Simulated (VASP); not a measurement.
# VSi11C12 (a cell with a defect) in VASP: settings compared, part 2 of 2

VASP 6.6.1. The steps go on from the part before.

## 4. Single point, PBEsol+U

INCAR reads:

```
PREC = Accurate ; ENCUT = 450
EDIFF = 1E-5 ; ISMEAR = 0
SIGMA = 0.03 ; LREAL = Auto
LASPH = T ; NELM = 120
ALGO = Normal ; ISIF = 2
LWAVE = F ; LCHARG = F
LMAXMIX = 4 ; LDAU = T
LDAUTYPE = 2 ; LDAUL = 2 -1 -1
LDAUU = 3 0 0 ; LDAUJ = 0 0 0
LDAUPRINT = 1 ; GGA = PS
LORBIT = 11 ; KPAR = 4
```

KPOINTS reads:

```
regular mesh
0
Gamma
  2 3 3
```

POSCAR reads:

```
VSi11C12
1.0
    0.0000000000      6.5370000000      6.5370000000
    4.3580000000      0.0000000000      4.3580000000
    4.3580000000      4.3580000000      0.0000000000
V Si C
1 11 12
Direct
    0.0000000000      0.0000000000      0.0000000000
    0.0000000000      0.0000000000      0.5000000000
    0.0000000000      0.5000000000      0.0000000000
    0.0000000000      0.5000000000      0.5000000000
    0.3333330000      0.0000000000      0.0000000000
    0.3333330000      0.0000000000      0.5000000000
    0.3333330000      0.5000000000      0.0000000000
    0.3333330000      0.5000000000      0.5000000000
    0.6666670000      0.0000000000      0.0000000000
    0.6666670000      0.0000000000      0.5000000000
    0.6666670000      0.5000000000      0.0000000000
    0.6666670000      0.5000000000      0.5000000000
    0.0833333333      0.1250000000      0.1250000000
    0.0833333333      0.1250000000      0.6250000000
    0.0833333333      0.6250000000      0.1250000000
    0.0833333333      0.6250000000      0.6250000000
    0.4166663333      0.1250000000      0.1250000000
    0.4166663333      0.1250000000      0.6250000000
    0.4166663333      0.6250000000      0.1250000000
    0.4166663333      0.6250000000      0.6250000000
    0.7500003333      0.1250000000      0.1250000000
    0.7500003333      0.1250000000      0.6250000000
    0.7500003333      0.6250000000      0.1250000000
    0.7500003333      0.6250000000      0.6250000000
```

Potentials or basis: VASP PAW PBE potentials, release 64 (V_sv, Si, C).

Launch:

```bash
cat potpaw_PBE.64/V_sv/POTCAR potpaw_PBE.64/Si/POTCAR potpaw_PBE.64/C/POTCAR > POTCAR
mpirun -np 4 vasp_std > vasp.out
```

OUTCAR:

```text
PREC = Accurate
   ENCUT = 450
   EDIFF = 1E-5
   ISMEAR = 0
   LREAL = Auto
   LASPH = T
   NELM = 120
   ISIF = 2
   GGA = PS
   LORBIT = 11

 ion  position               nearest neighbor table
   1  0.000  0.000  0.000-  21 1.89  13 1.89  15 1.89  14 1.89
   2  0.000  0.000  0.500-  22 1.89  14 1.89  16 1.89  13 1.89   6 3.08  10 3.08   9 3.08  12 3.08
                             5 3.08   8 3.08   4 3.08   3 3.08   4 3.08   3 3.08
   3  0.000  0.500  0.000-  23 1.89  15 1.89  16 1.89  13 1.89   7 3.08  11 3.08   9 3.08  12 3.08
                             8 3.08   5 3.08   4 3.08   4 3.08   2 3.08   2 3.08
   4  0.000  0.500  0.500-  24 1.89  16 1.89  14 1.89  15 1.89   8 3.08  12 3.08  11 3.08  10 3.08
                             7 3.08   6 3.08   3 3.08   2 3.08   2 3.08   3 3.08
   5  0.333  0.000  0.000-  13 1.89  17 1.89  18 1.89  19 1.89   2 3.08   3 3.08   6 3.08   7 3.08
                             6 3.08   8 3.08   7 3.08   8 3.08  10 3.08  11 3.08   9 3.08
   6  0.333  0.000  0.500-  14 1.89  18 1.89  17 1.89  20 1.89   2 3.08   4 3.08   5 3.08   8 3.08
                             5 3.08   7 3.08   7 3.08   8 3.08   9 3.08  12 3.08  10 3.08
   7  0.333  0.500  0.000-  15 1.89  19 1.89  17 1.89  20 1.89   3 3.08   4 3.08   5 3.08   8 3.08
                             6 3.08   8 3.08   5 3.08   6 3.08  12 3.08   9 3.08  11 3.08
   8  0.333  0.500  0.500-  16 1.89  20 1.89  19 1.89  18 1.89   4 3.08   3 3.08   2 3.08   6 3.08
                             7 3.08   5 3.08   7 3.08   5 3.08   6 3.08  11 3.08  10 3.08  12 3.08
[... 825 lines left out ...]
  Total        4.2969349      4.1421921      4.1421921      0.0466697      0.0369936      0.0466698
  in kB       27.7259491     26.7274723     26.7274723      0.3011361      0.2387012      0.3011365
  external PRESSURE =      27.0602979 kB  Pullay stress =       0.0000000 kB

 VOLUME and BASIS-vectors are now :
 -----------------------------------------------------------------------------
  energy-cutoff  :      450.00
  volume of cell :      248.30
      direct lattice vectors                 reciprocal lattice vectors
     0.000000000  6.537000000  6.537000000    -0.076487685  0.076487685  0.076487685
     4.358000000  0.000000000  4.358000000     0.114731528 -0.114731528  0.114731528
     4.358000000  4.358000000  0.000000000     0.114731528  0.114731528 -0.114731528

 POSITION                                       TOTAL-FORCE (eV/Angst)
 -----------------------------------------------------------------------------------
      0.00000      0.00000      0.00000         0.024633     -0.064970     -0.064970
      2.17900      2.17900      0.00000         0.057593     -0.049978     -0.524353
      2.17900      0.00000      2.17900         0.057593     -0.524353     -0.049978
      4.35800      2.17900      2.17900         0.522513     -0.044699     -0.044699
      0.00000      2.17900      2.17900        -0.349725      0.054136      0.054136
      2.17900      4.35800      2.17900        -0.059378      0.349262      0.026718
[... 16 lines left out ...]
      3.26850      5.44750      7.62650         0.000690      0.016223      0.000577
      5.44750      7.62650      7.62650        -0.032761      0.003316      0.003316
 -----------------------------------------------------------------------------------
    total drift:                               -0.003325     -0.000103     -0.000103

  FREE ENERGIE OF THE ION-ELECTRON SYSTEM (eV)
  ---------------------------------------------------
  free  energy   TOTEN  =      -189.0014822636 eV

  energy  without entropy=     -188.9930305922  energy(sigma->0) =     -188.99725643

 total charge

# of ion       s       p       d       tot
------------------------------------------
    1        2.422   6.341   3.215  11.979
    2        0.709   0.961   0.000   1.670
    3        0.709   0.961   0.000   1.670
    4        0.707   0.962   0.000   1.669
    5        0.707   0.966   0.000   1.673
    6        0.707   0.967   0.000   1.674
[... 16 lines left out ...]
   23        0.836   1.696   0.000   2.532
   24        0.836   1.697   0.000   2.533
--------------------------------------------------
tot         20.342  37.264   3.215  60.822
```

stdout:

```text
POSCAR found type information on POSCAR V SiC
 POSCAR found :  3 types and      24 ions
 scaLAPACK will be used
 -----------------------------------------------------------------------------
|                                                                             |
|                                                                             |
|     You enforced a specific xc type in the INCAR file but a different       |
|     I HOPE YOU KNOW WHAT YOU ARE DOING!                                     |
|                                                                             |
 -----------------------------------------------------------------------------

 LDA part: xc-table for (Slater+PW92), standard interpolation
 POSCAR, INCAR and KPOINTS ok, starting setup
 FFT: planning ... GRIDC
 FFT: planning ... GRID_SOFT
 FFT: planning ... GRID
 WAVECAR not read
 entering main loop
```

It took 49 s on 4 MPI ranks of Intel Xeon 6975P-C (Granite Rapids), shared host; peak memory 0.39 GiB.

Results:

| Item | Value |
| --- | --- |
| Free energy | -189.0015 eV |
| Largest force | 1.511 eV/Å |
| Band gap on the k mesh | none (metal or under the smearing width) |
| Valence electrons inside the program's atomic spheres | V 11.98; Si 1.67, 1.68; C 2.54, 2.53, 2.55 |

Forces on the atoms (eV/Å):
```
V    0.025 -0.065 -0.065
Si   0.058 -0.050 -0.524
Si   0.058 -0.524 -0.050
Si   0.523 -0.045 -0.045
Si  -0.350  0.054  0.054
Si  -0.059  0.349  0.027
Si  -0.059  0.027  0.349
Si  -0.017  0.069  0.069
Si  -0.370  0.023  0.023
Si   0.122  0.250 -0.084
Si   0.122 -0.084  0.250
Si   0.007 -0.033 -0.033
C    0.835  0.891  0.891
C   -0.891 -0.788  0.899
C   -0.891  0.899 -0.788
C   -0.037  0.024  0.024
C    0.117 -0.066 -0.066
C    0.017 -0.081 -0.007
C    0.017 -0.007 -0.081
C    0.019 -0.033 -0.033
C    0.788 -0.829 -0.829
C    0.001  0.001  0.016
C    0.001  0.016  0.001
C   -0.033  0.003  0.003
```

Levels at points of the mesh, in eV from the Fermi level:
```tsv
k point	band 48	band 49	band 50	band 51	band 52	band 53	band 54	band 55	band 56	band 57
(0.00, 0.00, 0.00)	-2.49	-2.48	-2.04	-1.90	-1.88	-0.40	0.02	0.07	0.62	0.69
(0.50, 0.00, 0.00)	-2.85	-2.39	-2.35	-1.99	-1.99	-0.50	-0.35	0.02	0.09	0.73
```

Eigenvalues of the final occupation matrices:
| site | spin | trace | eigenvalues |
| --- | --- | --- | --- |
| site 1 d | 1 | 1.63 | 0.21 0.21 0.40 0.40 0.41 |
| site 1 d | 2 | 1.63 | 0.21 0.21 0.40 0.40 0.41 |

Caveat: the k mesh is coarse (spacing up to 0.42 Å⁻¹), so the values aren't converged; the cutoff is under 1.25 times the usual one of these potentials, so pressure, stress and relaxed cells hold a basis-set (Pulay) error; the PAW data sets were made with another functional, which shifts forces and pressure a little; U without spin polarisation on a metal has little footing; the U is typed as a test and isn't derived for this compound.

## 5. Overview

| level | spin | U | fixed moment (μB) | cell | k mesh | grid for exact exchange (PRECFOCK) | screening parameter | moment (μB) | largest force (eV/Å) |
| --- | --- | --- | --- | --- | --- | --- | --- | --- | --- |
| PBEsol | collinear, ferromagnetic start | - | 1 | P1, 10.35 Å³/atom | 2 × 3 × 3 | - | - | 1.00 | 0.56 |
| HSE06 | collinear, ferromagnetic start | - | 1 | P1, 10.35 Å³/atom | 2 × 2 × 2 | Fast | 0.2 1/A | 1.00 | 0.29 |
| PBEsol+U | off | V d U = 3 eV | - | Cm, 10.35 Å³/atom | 2 × 3 × 3 | - | - | - | 1.51 |

Some of these runs hold the atoms at other places in the same cell, which the table doesn't show; runs alike in all that it shows share one row.

Alike in all rows: task single point; potentials or basis VASP PAW PBE potentials, release 64 (V_sv, Si, C); cutoff (eV) 450; smearing gaussian 0.03 eV; the mesh is coarse, so values aren't converged.

Caveats: all runs use coarse meshes; the cutoff is under 1.25 times the usual one of these potentials, so pressure, stress and relaxed cells hold a basis-set (Pulay) error; the PAW data sets were made with another functional, which shifts forces and pressure a little; the total moment is fixed, so each spin has its own Fermi level (some runs); U without spin polarisation on a metal has little footing (some runs); the U is typed as a test and isn't derived for this compound (some runs).

Total energies depend on the potentials used, so only differences within one code and one set of settings carry meaning.
